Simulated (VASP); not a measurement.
```
CELL_PARAMETERS angstrom
      1.87376    -3.24545     0.00000
      1.87376     3.24545     0.00000
      0.00000     0.00000     7.82643
ATOMIC_POSITIONS crystal
  Zr 0.00000 0.00000 0.00000
  S  0.33333 0.66667 0.18705
  S  0.66667 0.33333 0.81295
```

All values below come from revPBE GGA, VASP's PBE PAW potentials (set 64) (plane waves; VASP). Run with 520 eV cut-off, 7×7×3 Γ-centred mesh, Gaussian smearing of 0.050 eV, potentials Zr_sv S.

Without a dispersion term in the relaxation, distances and binding between the weakly bound layers, chains or molecules are unreliable, and so is what depends on them.

**Question.** The ions and cell shape at fixed volume are relaxed. Give the cell that the relaxation ends in.

**Answer.** 
```
CELL_PARAMETERS angstrom
      1.85539    -3.21363     0.00000
      1.85539     3.21363     0.00000
      0.00000     0.00000     7.98221
ATOMIC_POSITIONS crystal
  Zr 0.00000 0.00000 0.00000
  S  0.33333 0.66667 0.18150
  S  0.66667 0.33333 0.81850
```
Space group P-3m1 (164), at a tolerance of 0.03 Å.

**Question.** How much energy does the relaxation gain?

**Answer.** The energy (σ→0) changes by -5.8 meV/atom, in 7 ionic steps.

The compound is ZrS2 in the 1T layered structure. This cell is one point of a volume scan, at 1.03 of the reference volume. Symmetry was kept, so distortions that lower it aren't found.
